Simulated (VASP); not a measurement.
Input for VASP

INCAR:
```
! general
SYSTEM  = CoAl
PREC    = Accurate
ENCUT   = 400
LREAL   = F
LASPH   = T

! electronic loop
EDIFF   = 1E-6
NELM    = 100
ALGO    = Normal
LMAXMIX = 4

! smearing
ISMEAR  = 0
SIGMA   = 0.05

! functional
GGA     = PE

! ions
ISIF    = 2

! output
LWAVE   = F
LCHARG  = F
```

File KPOINTS:
```
Automatic mesh
0
Gamma
1 1 1
0 0 0
```

**POSCAR**
```
CoAl
2.860
  1.0000000000   0.0000000000   0.0000000000
  0.0000000000   1.0000000000   0.0000000000
  0.0000000000   0.0000000000   1.0000000000
Al Co
1 1
Cart
  0.5000000000   0.5000000000   0.5000000000
  0.0000000000   0.0000000000   0.0000000000
```

POTCAR, in this order: Al Co (PBE.64 set). Program: vasp_std.

### Question
Translate this PBE calculation to Ansatz.

### Answer
One equivalent input (not run):
Ansatz 0.2 input:
```yaml
crystal:
  lattice:
    - [2.8600000, 0.0000000, 0.0000000]
    - [0.0000000, 2.8600000, 0.0000000]
    - [0.0000000, 0.0000000, 2.8600000]
  atoms:
    - { symbol: Al, position: [0.5000000, 0.5000000, 0.5000000] }
    - { symbol: Co, position: [0.0000000, 0.0000000, 0.0000000] }
kpoints:
  mp_grid: { grid: [1, 1, 1] }
hamiltonian:
  xc: pbe
  pseudopotentials: { kind: paw }
scf:
  occupations: { method: gaussian, width: 0.05 }
  max_iter: 100
output: { forces: true, stress: true, eigenvalues: true }
```
Limits of the translation: each code has its own PAW files, so the cut-off isn't converted (ENCUT is set for VASP's; basis.ecutwfc is left out, and Ansatz then takes the one that its files recommend); Ansatz stops its SCF on the density residual and VASP on the energy change (EDIFF).

The compound is CoAl in the CsCl type structure. The cell was not relaxed at this level. The k-mesh is coarse (spacing up to 2.20 per Å, 2π included), so the numbers may not be converged in it.
